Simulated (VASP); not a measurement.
Energy against volume of NaF (rock salt). Level of theory: AM05 GGA, VASP's PBE PAW potentials (set 64) (plane waves; VASP 6.6.1). Numerical set-up: 520 eV cut-off, 10×10×10 Γ-centred mesh, Gaussian smearing of 0.050 eV, potentials Na_pv F.

```json
[
 {"V (Å³/atom)": "12.356", "E (eV/atom)": "-4.24891"},
 {"V (Å³/atom)": "12.738", "E (eV/atom)": "-4.25153"},
 {"V (Å³/atom)": "13.120", "E (eV/atom)": "-4.25086"},
 {"V (Å³/atom)": "13.502", "E (eV/atom)": "-4.24744"}
]
```

Fit these four points and predict the energy of the run at 11.974 Å³/atom.

A cubic in V^(−2/3), the third-order Birch-Murnaghan form, passes through the four points with V0 = 12.84 Å³/atom and B0 = 44 GPa, and gives -4.2423 eV/atom there. The run gave -4.2425 eV/atom, -0.1 meV/atom from the fit; all five points give B0 = 44 GPa.

The compound is NaF in the rock salt structure. It was relaxed first.
